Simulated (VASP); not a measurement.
A cell of KI (rock salt) near equilibrium:

```yaml
crystal:
  lattice:
    - [0.00000, 3.54819, 3.54819]
    - [3.54819, 0.00000, 3.54819]
    - [3.54819, 3.54819, 0.00000]
  atoms:
    - { symbol: K, position: [0.00000, 0.00000, 0.00000] }
    - { symbol: I, position: [0.50000, 0.50000, 0.50000] }
```

Level of theory: r2SCAN meta-GGA, VASP's PBE PAW potentials (set 64) (plane waves; VASP).

Unless said otherwise, spin-orbit coupling is left out, though it shifts the bands of the heavy elements here.

```tsv
run	ΔE (meV/atom)	σxx	σyy	σzz	largest shear component, with its sign (GPa)	gap (eV)
as it is	0.0	-0.02	-0.02	-0.02	0.00	4.57
after one change	0.5	-0.02	-0.02	-0.02	-0.12	4.53
```
Stress is in GPa, positive when the cell is compressed; gaps are those on the k-mesh, and 0.00 means metallic.

Problem. Which change was made?
A. uniaxial strain of +4.0 % along z
B. shear strain γ_xz = +3.0 %
C. biaxial strain of -3.0 % in the xy plane

Solution. B, shear strain γ_xz = +3.0 %

The compound is KI in the rock salt structure.
